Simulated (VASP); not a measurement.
Data:

```
CELL_PARAMETERS angstrom
      4.68608     0.00000     0.00000
      0.00000     4.68608     0.00000
      0.00000     0.00000     4.68608
ATOMIC_POSITIONS crystal
  Si 0.15810 0.34190 0.65810
  Si 0.34190 0.65810 0.15810
  Si 0.65810 0.15810 0.34190
  Si 0.84190 0.84190 0.84190
  Rh 0.84671 0.65329 0.34671
  Rh 0.65329 0.34671 0.84671
  Rh 0.34671 0.84671 0.65329
  Rh 0.15329 0.15329 0.15329
```

Calculation: PBEsol GGA, VASP's PBE PAW potentials (set 64) (plane waves; VASP). Run with 300 eV cut-off, 6×6×6 Γ-centred mesh, Fermi-Dirac smearing of 0.10 eV, potentials Si Rh_pv.

At this cut-off the stress carries a Pulay error, which pulls relaxed volumes low.

**Question.** Predict the energy per atom (σ→0), pressure, band gap (on the k-mesh) with the smallest direct gap where there is one.

**Answer.** 
The band gap (on the k-mesh) is none (metal, semimetal or under 0.01 eV), the energy per atom (σ→0) comes out as -7.826 eV/atom and the pressure comes out as -2.16 GPa.

Only differences to runs with the same potentials and settings are physical.

The structure comes from a computed database's SiRh entry (P2_13); how it stands against other phases isn't given here. The cell was not relaxed at this level.
